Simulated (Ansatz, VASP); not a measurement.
**TaSbSe: VASP beside Ansatz**

The input INCAR:

```
PREC = Accurate
ENCUT = 600
EDIFF = 1E-6
ISMEAR = -1
SIGMA = 0.05
LREAL = False
LASPH = True
NELM = 80
ALGO = Normal
ISIF = 3
LWAVE = False
LCHARG = False
GGA = PS
IBRION = 2
NSW = 60
EDIFFG = -0.01
```

KPOINTS

```
regular mesh
0
Gamma
  7 7 5
```

POSCAR

```
TaSbSe
1.0
    3.6296100000      0.0000000000      0.0000000000
    0.0000000000      3.6296100000      0.0000000000
    0.0000000000      0.0000000000      5.6345500000
Ta Sb Se
1 1 1
Direct
    0.0000000000      0.0000000000      0.0000000000
    0.0000000000      0.0000000000      0.5000000000
    0.5000000000      0.5000000000      0.0000000000
```

The input input.yaml:

```yaml
crystal:
  lattice:
    - [3.62961, 0.0, 0.0]
    - [0.0, 3.62961, 0.0]
    - [0.0, 0.0, 5.63455]
  atoms:
    - { symbol: Ta, position: [0.0, 0.0, 0.0] }
    - { symbol: Sb, position: [0.0, 0.0, 0.5] }
    - { symbol: Se, position: [0.5, 0.5, 0.0] }
hamiltonian:
  xc: pbesol
  pseudopotentials: { kind: paw }
kpoints:
  mp_grid: { grid: [7, 7, 5] }
scf:
  occupations: { method: fermi_dirac, width: 0.05 }
output:
  forces: true
  stress: true
  eigenvalues: true
relax:
  f_tol: 0.01
  max_steps: 40
  cell: { stress_tol: 0.05 }
```

The cell was built by a generator and needn't be a form met in nature.

Alike in both runs: task relaxation of cell and atoms; functional PBEsol; k mesh 7 × 7 × 5; occupations fermi-dirac, width 0.05 eV; no spin polarisation.

|  | VASP | Ansatz |
| --- | --- | --- |
| version | VASP 6.6.1 | Ansatz 0.2.0 |
| potentials or method | VASP PAW PBE potentials, release 64 (Ta_pv, Sb, Se) | Ansatz PAW |
| plane-wave cutoff (eV) | 600 | 420 |
| valence electrons in the cell | 22 | 44 |

VASP gave:

| Property | Result |
| --- | --- |
| gap on the k mesh at the Fermi level, each at its own relaxed structure (eV) | none |
| relaxed volume (Å³/atom) | 23.82 |
| relaxed cell length with the largest relative difference (Å) | 3.580 |
| energy change over the relaxation (meV/atom) | -11 |

Problem. Estimate Ansatz's values.

Solution. gap on the k mesh at the Fermi level, each at its own relaxed structure (eV): none; relaxed volume (Å³/atom): 23.77; relaxed cell length with the largest relative difference (Å): 3.577; energy change over the relaxation (meV/atom): -12.

A gap of «none» marks a metal or a gap that the smearing closes. The two sets of potentials don't hold the same shells in valence.

Caveats: the PAW data sets were made with another functional, which shifts forces and pressure a little (VASP); the plane-wave basis is chosen anew once the cell has moved, so the energies of steps on either side of that aren't comparable (Ansatz); the PAW data sets come from PBE, with cores solved anew for the run's functional, which leaves a small shift of forces and pressure (Ansatz). Spin-orbit coupling is left out, which matters for the levels of Sb, Ta.
